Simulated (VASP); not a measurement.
Level of theory: RPBE GGA, VASP's PBE PAW potentials (set 64) (plane waves; VASP).

The input files of a VASP run:

### POSCAR
```
CsPbCl3
1
    5.8527625729     0.0000000000     0.0000000000
    0.0000000000     5.8527625729     0.0000000000
    0.0000000000     0.0000000000     5.8527625729
Cs Pb Cl
1 1 3
Direct
  0.0000000000   0.0000000000   0.0000000000
  0.5000000000   0.5000000000   0.5000000000
  0.5000000000   0.0000000000   0.5000000000
  0.0000000000   0.5000000000   0.5000000000
  0.5000000000   0.5000000000   0.0000000000
```

### INCAR
```
SYSTEM = CsPbCl3
PREC = Accurate
ENCUT = 520
EDIFF = 1E-7
NELM = 100
ALGO = Normal
LREAL = .FALSE.
LASPH = .TRUE.
ISMEAR = -5
GGA = RP
LMAXMIX = 4
LWAVE = .FALSE.
LCHARG = .TRUE.
LORBIT = 11
NEDOS = 601
ISIF = 2
LEFG = .TRUE.
```

KPOINTS:
```
Automatic mesh
0
Gamma
4 4 4
0 0 0
```

POTCAR, in this order: Cs_sv Pb_d Cl (PBE.64 set). Program: vasp_std.

The run wrote:

**OSZICAR**
```
       N       E                     dE             d eps       ncg     rms          rms(c)
DAV:   1     0.417222482813E+03    0.41722E+03   -0.19170E+04   520   0.151E+03
DAV:   2     0.327802478688E+02   -0.38444E+03   -0.37814E+03   654   0.343E+02
DAV:   3    -0.157226216434E+02   -0.48503E+02   -0.48295E+02   596   0.131E+02
DAV:   4    -0.177240190304E+02   -0.20014E+01   -0.19957E+01   728   0.357E+01
DAV:   5    -0.177607764215E+02   -0.36757E-01   -0.36735E-01   636   0.375E+00    0.496E+00
DAV:   6    -0.166442556120E+02    0.11165E+01   -0.22023E+00   704   0.161E+01    0.362E+00
DAV:   7    -0.165979623294E+02    0.46293E-01   -0.88717E-01   750   0.511E+00    0.221E+00
DAV:   8    -0.166323673979E+02   -0.34405E-01   -0.12408E-01   604   0.301E+00    0.400E-01
DAV:   9    -0.166297140699E+02    0.26533E-02   -0.30022E-02   764   0.127E+00    0.177E-01
DAV:  10    -0.166315140975E+02   -0.18000E-02   -0.39981E-03   560   0.395E-01    0.828E-02
DAV:  11    -0.166316588452E+02   -0.14475E-03   -0.53350E-04   654   0.217E-01    0.137E-02
DAV:  12    -0.166316715912E+02   -0.12746E-04   -0.82150E-05   762   0.870E-02    0.685E-03
DAV:  13    -0.166316716492E+02   -0.57998E-07   -0.52264E-06   710   0.180E-02    0.414E-03
DAV:  14    -0.166316722412E+02   -0.59202E-06   -0.14271E-06   554   0.972E-03    0.503E-04
DAV:  15    -0.166316722497E+02   -0.85342E-08   -0.37600E-08   444   0.176E-03
   1 F= -.16631672E+02 E0= -.16631672E+02  d E =0.000000E+00
```

OUTCAR:
```
------------------------ aborting loop because EDIFF is reached ----------------------------------------
  FORCE on cell =-STRESS in cart. coord.  units (eV):
  Direction    XX          YY          ZZ          XY          YZ          ZX
  --------------------------------------------------------------------------------------
  Total        0.0638740      0.0638740      0.0638740      0.0000000      0.0000000     -0.0000000
  in kB        0.5104489      0.5104489      0.5104489      0.0000000      0.0000000     -0.0000000
  external PRESSURE =       0.5104489 kB  Pullay stress =       0.0000000 kB
  volume of cell :      200.49
      direct lattice vectors                 reciprocal lattice vectors
     5.852762573  0.000000000  0.000000000     0.170859485  0.000000000  0.000000000
     0.000000000  5.852762573  0.000000000     0.000000000  0.170859485  0.000000000
     0.000000000  0.000000000  5.852762573     0.000000000  0.000000000  0.170859485
 POSITION                                       TOTAL-FORCE (eV/Angst)
 -----------------------------------------------------------------------------------
      0.00000      0.00000      0.00000         0.000000      0.000000      0.000000
      2.92638      2.92638      2.92638         0.000000      0.000000      0.000000
      2.92638      0.00000      2.92638         0.000000      0.000000      0.000000
      0.00000      2.92638      2.92638         0.000000      0.000000      0.000000
      2.92638      2.92638      0.00000         0.000000      0.000000      0.000000
 -----------------------------------------------------------------------------------
    total drift:                                0.000000     -0.000000     -0.000000
  FREE ENERGIE OF THE ION-ELECTRON SYSTEM (eV)
  ---------------------------------------------------
  free  energy   TOTEN  =       -16.6316722497 eV

  energy  without entropy=      -16.6316722497  energy(sigma->0) =      -16.63167225

 total charge

# of ion       s       p       d       tot
------------------------------------------
    1        1.831   4.739   0.007   6.577
    2        1.528   0.366   9.852  11.745
    3        1.602   3.545   0.000   5.146
    4        1.602   3.545   0.000   5.146
    5        1.602   3.545   0.000   5.146
--------------------------------------------------
tot          8.164  15.739   9.859  33.762

 Electric field gradients after diagonalization (V/A^2)
 (convention: |V_zz| > |V_xx| > |V_yy|)
----------------------------------------------------------------------
 ion       V_xx      V_yy      V_zz     asymmetry (V_yy - V_xx)/ V_zz
----------------------------------------------------------------------
   1      -0.000    -0.000    -0.000      -0.026
   2       0.000     0.000    -0.000       0.258
   3     -46.247   -46.247    92.495       0.000
   4     -46.247   -46.247    92.495       0.000
   5     -46.247   -46.247    92.495       0.000
```
(Selected blocks of OUTCAR.)

The compound is CsPbCl3 in the cubic perovskite structure, the ideal cubic form; the compound distorts at low or room temperature. It was relaxed first, which changed the volume by +14 %.
